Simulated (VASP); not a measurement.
Here is the system:

```
ZrB2
1.0
    1.58371    -2.74307     0.00000
    1.58371     2.74307     0.00000
    0.00000     0.00000     3.56567
Zr B
1 2
Direct
  0.00000   0.00000   0.00000
  0.33333   0.66667   0.50000
  0.66667   0.33333   0.50000
```

Computed with optB88-vdW, VASP's PBE PAW potentials (set 64) (plane waves; VASP 6.6.1). Settings: 520 eV cut-off, Gaussian smearing of 0.050 eV, potentials Zr_sv B.

Problem. Give the energies of bands 6 to 12 at the high-symmetry points, in eV from the Fermi level.

Solution. 
```
band      Γ      M      K      A      L      H
----  -----  -----  -----  -----  -----  -----
6     -2.73  -8.65  -7.90  -7.03  -7.15  -8.83
7     -2.73  -4.07  -6.95  -1.13  -4.69  -5.07
8     -2.70  -3.20  -2.63  -1.13  -4.22  -2.79
9     -2.58  -2.76  -2.63   0.28  -2.13  -2.79
10     3.16   2.02   1.35   0.28   3.37   3.72
11     3.16   2.09   1.35   0.59   4.02   5.64
12     3.79   4.67   2.99   0.59   5.00   5.64
```

It has no gap at this level: it comes out as a metal or semimetal.

The compound is ZrB2 in the AlB2 type structure. It was relaxed first.
